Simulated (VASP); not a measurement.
Given:

```
CsPbCl3
1.0
    5.73185     0.00000     0.00000
    0.00000     5.73185     0.00000
    0.00000     0.00000     5.73185
Cs Pb Cl
1 1 3
Direct
  0.00000   0.00000   0.00000
  0.50000   0.50000   0.50000
  0.50000   0.00000   0.50000
  0.00000   0.50000   0.50000
  0.50000   0.50000   0.00000
```

These are PW91 GGA, VASP's PBE PAW potentials (set 64) (plane waves; VASP) values and carry that method's errors. Settings: 520 eV cut-off, 4×4×4 Γ-centred mesh, Gaussian smearing of 0.050 eV, potentials Cs_sv Pb_d Cl.

Unless said otherwise, spin-orbit coupling is left out, though it shifts the bands of the heavy elements here.

Question: What does the run give for the energy per atom (σ→0), band gap (on the k-mesh) with the smallest direct gap where there is one?

Answer: 
```json
{
  "band gap (on the k-mesh)": "2.18 eV",
  "smallest direct gap (on the k-mesh)": "2.18 eV",
  "energy per atom (σ→0)": "-3.537 eV/atom"
}
```

Total energies compare only between runs with the same potentials, cut-off and functional.

The compound is CsPbCl3 in the cubic perovskite structure, the ideal cubic form; the compound distorts at low or room temperature. It was relaxed first, which changed the volume by +7 %. The start is the result of an earlier pass.
